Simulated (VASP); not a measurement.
All values below come from PBEsol GGA, VASP's PBE PAW potentials (set 64) (plane waves; VASP).

A VASP calculation is set up with these files.

### POSCAR
```
VW3
1.0
 -3.1092640976   3.0941981759   3.1092640976
  3.0941981759  -3.1092640976   3.1092640976
  1.5621650097   1.5621650097  -1.5621650097
W V
3 1
direct
  1.0000000000   1.0000000000   1.0000000000
  1.0000000000   0.5000000000   0.0000000000
  0.5000000000   1.0000000000   1.0000000000
  0.5000000000   0.5000000000   0.0000000000
```

INCAR:
```
! general
SYSTEM =VW3
PREC   =Accurate
ENCUT  =400
LREAL  =.False.
LASPH  =.True.
ICHARG =11

! electronic loop
EDIFF  =1E-7
NELM   =100
ALGO   =Normal
LMAXMIX=6

! smearing
ISMEAR =0
SIGMA  =0.05

! functional
GGA    =PS

! output
LWAVE  =.False.
LCHARG =.False.
LORBIT =11
```

KPOINTS:
```
k-points along high-symmetry lines
18
Line-mode
Reciprocal
  0.000000   0.000000   0.000000 ! GAMMA
  0.500000   0.500000  -0.500000 ! L

  0.500000   0.500000  -0.500000 ! L
  0.000000   1.000000  -0.500000 ! T

  0.000000   1.000000  -0.500000 ! T
 -0.625000   0.375000   0.437500 ! P_0

  0.375000   0.375000  -0.562500 ! P_2
  0.000000   0.000000   0.000000 ! GAMMA

  0.000000   0.000000   0.000000 ! GAMMA
  0.000000   0.500000   0.000000 ! F
```

POTCAR, in this order: W_sv V_sv (PBE.64 set). Program: vasp_std. Read from the step before: CHGCAR.

What VASP printed:

OSZICAR:
```
       N       E                     dE             d eps       ncg     rms          rms(c)
DAV:   1     0.633382907750E+03    0.63338E+03   -0.28105E+04  5964   0.166E+03
DAV:   2    -0.167333409150E+02   -0.65012E+03   -0.63987E+03  6150   0.561E+02
DAV:   3    -0.511706738251E+02   -0.34437E+02   -0.33171E+02  7541   0.122E+02
DAV:   4    -0.520178638946E+02   -0.84719E+00   -0.84047E+00  6855   0.179E+01
DAV:   5    -0.520421378005E+02   -0.24274E-01   -0.24221E-01  7514   0.274E+00
DAV:   6    -0.520426082086E+02   -0.47041E-03   -0.47023E-03  7165   0.412E-01
DAV:   7    -0.520426224020E+02   -0.14193E-04   -0.14190E-04  7681   0.701E-02
DAV:   8    -0.520426227819E+02   -0.37987E-06   -0.37963E-06  7047   0.122E-02
DAV:   9    -0.520426227971E+02   -0.15219E-07   -0.15751E-07  5741   0.239E-03
   1 F= -.52042623E+02 E0= -.52041438E+02  d E =-.236872E-02
```

File OUTCAR:
```
 val. band max:       11.3257738129   @ k =  -0.5515   0.4485   0.3272

 cond. band min:      11.3362387250   @ k =   0.1471   0.8529  -0.5000



 k-point     1 :       0.0000    0.0000    0.0000
  band No.  band energies     occupation
      1     -62.8286      2.00000
      2     -62.6986      2.00000
      3     -62.6986      2.00000
      4     -52.8671      2.00000
      5     -27.8835      2.00000
      6     -27.5770      2.00000
      7     -27.5770      2.00000
      8     -26.8116      2.00000
      9     -26.8116      2.00000
     10     -26.7564      2.00000
     11     -26.4653      2.00000
     12     -26.4235      2.00000
     13     -26.4235      2.00000
     14     -26.3491      2.00000
     15     -26.3448      2.00000
     16     -26.3448      2.00000
     17       1.9190      2.00000
     18       5.2679      2.00000
     19       5.2679      2.00000
     20       5.4834      2.00000
     21       7.7831      2.00000
     22       7.7831      2.00000
     23       8.4643      2.00000
     24      10.3040      2.00000
     25      10.3040      2.00000
     26      10.5025      2.00000
     27      12.0259      0.00000
     28      12.0259      0.00000
     29      12.2917      0.00000
     30      12.7250      0.00000
     31      12.7250      0.00000
     32      13.5309      0.00000
     33      13.5875      0.00000

 k-point     2 :       0.0294    0.0294   -0.0294
  band No.  band energies     occupation
      1     -62.8277      2.00000
      2     -62.6982      2.00000
      3     -62.6981      2.00000
      4     -52.8667      2.00000
      5     -27.8797      2.00000
      6     -27.5742      2.00000
      7     -27.5740      2.00000
      8     -26.8149      2.00000
      9     -26.8145      2.00000
     10     -26.7589      2.00000
     11     -26.4688      2.00000
     12     -26.4274      2.00000
     13     -26.4272      2.00000
     14     -26.3575      2.00000
     15     -26.3487      2.00000
     16     -26.3478      2.00000
...
```

The density is held fixed in this step, so its total energy and stress have no physical meaning. Unless said otherwise, spin-orbit coupling is left out, though it shifts the bands of the heavy elements here.

The structure was generated: VW3 was put into an ordered model structure (R-3m), which need not be its known phase. It was relaxed first. The run is not spin-polarised, so no magnetic state was tried. The electron count is odd and the run is not spin-polarised, which forces a metal.
